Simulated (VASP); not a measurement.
```yaml
crystal:
  lattice:
    - [0.00000, 3.31500, 3.31500]
    - [3.31500, 0.00000, 3.31500]
    - [3.31500, 3.31500, 0.00000]
  atoms:
    - { symbol: Ag, position: [0.00000, 0.00000, 0.00000] }
    - { symbol: I, position: [0.25000, 0.25000, 0.25000] }
```

The base run (VASP): PBE GGA, plane waves, VASP's PBE PAW potentials (set 64). Numerical set-up: 400 eV cut-off, 6×6×6 Γ-centred mesh, Gaussian smearing of 0.050 eV, potentials Ag I.

One setting is varied; ΔE counts from the base run. The base run took about 20 core-seconds. Times come from single runs on busy shared machines, so they are rough: good to a factor of about 2.

Pressures at a finite cut-off, here 400 eV, hold a Pulay part, which this task's highest cut-off puts under 0.2 GPa.

| setting | cost over the base run | electronic steps | ΔE (meV/atom) | pressure (GPa) |
|---|---|---|---|---|
| SYMPREC = 1E-3 | within a factor of 2 | 12 | 0.0 | -0.17 |
| ISYM = 1 | within a factor of 2 | 12 | 0.0 | -0.17 |
| base run | reference | 12 | 0.0 | -0.17 |
| ISYM = 0 | about 4 times | 12 | 0.0 | -0.17 |
| ISYM = -1 | about 7 times | 12 | 0.0 | -0.17 |

Left out are runs that failed, have no time on record or changed the cell.

The compound is AgI in the zinc blende structure, whereas wurtzite is the usual form. The cell was not relaxed at this level.
